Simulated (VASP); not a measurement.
Input of a VASP 6.6.1 run:

File INCAR:

```
PREC = Normal
ENCUT = 520
EDIFF = 1E-5
ISMEAR = 0
SIGMA = 0.05
LREAL = Auto
LASPH = T
NELM = 80
ALGO = Fast
ISIF = 3
LWAVE = F
LCHARG = F
GGA = PE
IBRION = 2
NSW = 110
EDIFFG = -0.03
ISYM = 0
```

Contents of KPOINTS:

```
Automatic mesh
0
Gamma
  4 4 2
```

POSCAR

```
ZnCd3Se3S
1.0
    4.2308572200      0.0039496300     -0.0019129900
    0.0039728900      4.2305209500     -0.0308771400
   -0.0054900800     -0.0880954600     12.0964592200
Zn Cd Se S
1 3 3 1
Direct
    0.9834510800      0.0040729800      0.0035532100
    0.0099654200      0.0053158400      0.4950906500
    0.5387238700      0.4906045900      0.2331893000
    0.4602538900      0.4957123000      0.7870339200
    0.0155467500      0.5124907100      0.6260663000
    0.4973263400      0.0115445600      0.3864000200
    0.9917741700      0.4831648800      0.0988705800
    0.4587174900      0.0090781300      0.8995208300
```

Potentials or basis: VASP PAW PBE potentials, release 64 (Zn, Cd, Se, S).

Command:

```console
$ cat potpaw_PBE.64/Zn/POTCAR potpaw_PBE.64/Cd/POTCAR potpaw_PBE.64/Se/POTCAR potpaw_PBE.64/S/POTCAR > POTCAR
$ mpirun -np 1 vasp_std > vasp.out
```

(1) Estimate the band gap on the k mesh.

(2) Predict the relaxed volume.

(3) Predict the space group after relaxing (to 0.05 Å).

(4) Estimate the relaxed cell.

Answers

(1) 0.63 eV, direct.

(2) 27.23 Å³/atom.

(3) Pm (No. 6).

(4) a = 4.238 Å, b = 4.265 Å, c = 12.053 Å, α = 90.05°, β = 90.02°, γ = 90.00°.
